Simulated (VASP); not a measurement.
A run of VASP 6.6.1:

File INCAR:

```
SYSTEM = Ru
  PREC = Accurate
  ENCUT = 600
  EDIFF = 1E-6
  ISMEAR = 1
  SIGMA = 0.1
  LREAL = .False.
  LASPH = .True.
  NELM = 120
  ALGO = Normal
  ISIF = 3
  LWAVE = .False.
  LCHARG = .False.
  GGA = PE
  IBRION = 2
  NSW = 80
  EDIFFG = -0.005
  KPAR = 2
```

The input KPOINTS:

```
regular mesh
0
Gamma
  18 18 10
  0 0 0
```

POSCAR

```
Ru                                      
1.0
    2.7192400972     -0.0000000002      0.0000000000
   -1.3596200990      2.3549310389      0.0000000000
   -0.0000000000      0.0000000000      4.2969569964
  Ru            
     2
Direct
     0.3333333300000021    0.6666666699999979    0.2500000000000000
     0.6666666699999979    0.3333333300000021    0.7500000000000000
```

Potentials or basis: VASP PAW PBE potentials, release 64 (Ru_pv).

Launch:

```console
$ cat potpaw_PBE.64/Ru_pv/POTCAR > POTCAR
$ mpirun -np 2 vasp_std > vasp.out
```

Hardware: 2 MPI ranks on Intel(R) Xeon(R) Platinum 8488C (Sapphire Rapids), on a shared host.

Question: Estimate the wall time of this run.

Answer: Run time: 22 s on 2 MPI ranks on Intel(R) Xeon(R) Platinum 8488C (Sapphire Rapids), with other jobs on the host, peak memory 0.23 GiB a rank. Counts: scf iterations 12, k points 222, ion steps 1.
